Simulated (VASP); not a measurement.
Computed with PBEsol GGA, VASP's PBE PAW potentials (set 64) (plane waves; VASP).

VASP input:

### KPOINTS
```
kpoints
0
Gamma
7 7 7
0 0 0
```

POSCAR:
```
Cs2O2
1
   -2.2188600000     3.2959330000     3.8695220000
    2.2188600000    -3.2959330000     3.8695220000
    2.2188600000     3.2959330000    -3.8695220000
Cs O
2 2
Direct
  0.2535600000   0.2535600000   0.0000000000
  0.7464400000   0.7464400000   0.0000000000
  0.6172000000   0.0000000000   0.6172000000
  0.3828000000   0.0000000000   0.3828000000
```

INCAR:
```
! general
SYSTEM =Cs2O2
PREC   =Accurate
ENCUT  =400
LREAL  =.FALSE.
LASPH  =.TRUE.

! electronic loop
EDIFF  =1E-6
NELM   =100
ALGO   =Normal
LMAXMIX=4

! smearing
ISMEAR =0
SIGMA  =0.01

! functional
GGA    =PS

! ions
ISIF   =2

! output
LWAVE  =.FALSE.
LCHARG =.FALSE.
```

POTCAR, in this order: Cs_sv O (PBE.64 set). Program: vasp_std.

What VASP printed:

File OSZICAR:
```
       N       E                     dE             d eps       ncg     rms          rms(c)
DAV:   1     0.197608113850E+03    0.19761E+03   -0.11987E+04  2432   0.111E+03
DAV:   2    -0.494823140188E+01   -0.20256E+03   -0.19748E+03  3522   0.242E+02
DAV:   3    -0.198331833849E+02   -0.14885E+02   -0.14836E+02  3099   0.778E+01
DAV:   4    -0.199763595120E+02   -0.14318E+00   -0.14304E+00  3434   0.810E+00
DAV:   5    -0.199771432330E+02   -0.78372E-03   -0.78363E-03  3172   0.594E-01    0.950E+00
DAV:   6    -0.168180210635E+02    0.31591E+01   -0.92142E+00  3485   0.245E+01    0.375E+00
DAV:   7    -0.166445892069E+02    0.17343E+00   -0.15187E+00  2960   0.692E+00    0.246E+00
DAV:   8    -0.165837123319E+02    0.60877E-01   -0.66669E-01  2825   0.529E+00    0.125E+00
DAV:   9    -0.165546393481E+02    0.29073E-01   -0.41024E-01  3131   0.324E+00    0.624E-01
DAV:  10    -0.165551713578E+02   -0.53201E-03   -0.11393E-01  2897   0.169E+00    0.350E-01
DAV:  11    -0.165536677245E+02    0.15036E-02   -0.18950E-02  2817   0.741E-01    0.560E-02
DAV:  12    -0.165539328147E+02   -0.26509E-03   -0.19572E-03  3131   0.217E-01    0.289E-02
DAV:  13    -0.165539691596E+02   -0.36345E-04   -0.21370E-04  2680   0.754E-02    0.990E-03
DAV:  14    -0.165539821967E+02   -0.13037E-04   -0.29578E-05  2847   0.314E-02    0.351E-03
DAV:  15    -0.165539850814E+02   -0.28847E-05   -0.69687E-06  2620   0.139E-02    0.658E-04
DAV:  16    -0.165539851889E+02   -0.10742E-06   -0.18750E-07  2884   0.230E-03
   1 F= -.16553985E+02 E0= -.16553985E+02  d E =-.112768E-19
```

File OUTCAR:
```
------------------------ aborting loop because EDIFF is reached ----------------------------------------
  FORCE on cell =-STRESS in cart. coord.  units (eV):
  Direction    XX          YY          ZZ          XY          YZ          ZX
  --------------------------------------------------------------------------------------
  Total       -3.2417133     -3.6920751     -3.5393796      0.0000000      0.0000000      0.0000000
  in kB      -45.8838238    -52.2583292    -50.0970482      0.0000000      0.0000000      0.0000000
  external PRESSURE =     -49.4130671 kB  Pullay stress =       0.0000000 kB
  volume of cell :      113.19
      direct lattice vectors                 reciprocal lattice vectors
    -2.218860000  3.295933000  3.869522000     0.000000000  0.151702113  0.129214926
     2.218860000 -3.295933000  3.869522000     0.225340941  0.000000000  0.129214926
     2.218860000  3.295933000 -3.869522000     0.225340941  0.151702113  0.000000000
 POSITION                                       TOTAL-FORCE (eV/Angst)
 -----------------------------------------------------------------------------------
      0.00000      0.00000      1.96231        -0.000000      0.000000      0.255539
      0.00000      0.00000      5.77673         0.000000     -0.000000     -0.255539
      0.00000      4.06850      0.00000         0.000000     -0.870370     -0.000000
      0.00000      2.52337      0.00000         0.000000      0.870370      0.000000
 -----------------------------------------------------------------------------------
    total drift:                                0.000000      0.000000     -0.000000
  FREE ENERGIE OF THE ION-ELECTRON SYSTEM (eV)
  ---------------------------------------------------
  free  energy   TOTEN  =       -16.5539851889 eV

  energy  without entropy=      -16.5539851889  energy(sigma->0) =      -16.55398519
```
(Selected blocks of OUTCAR.)

At this cut-off the stress carries a Pulay error, which pulls relaxed volumes low.

The structure comes from a computed database's Cs2O2 entry (Immm); how it stands against other phases isn't given here. The cell was not relaxed at this level.
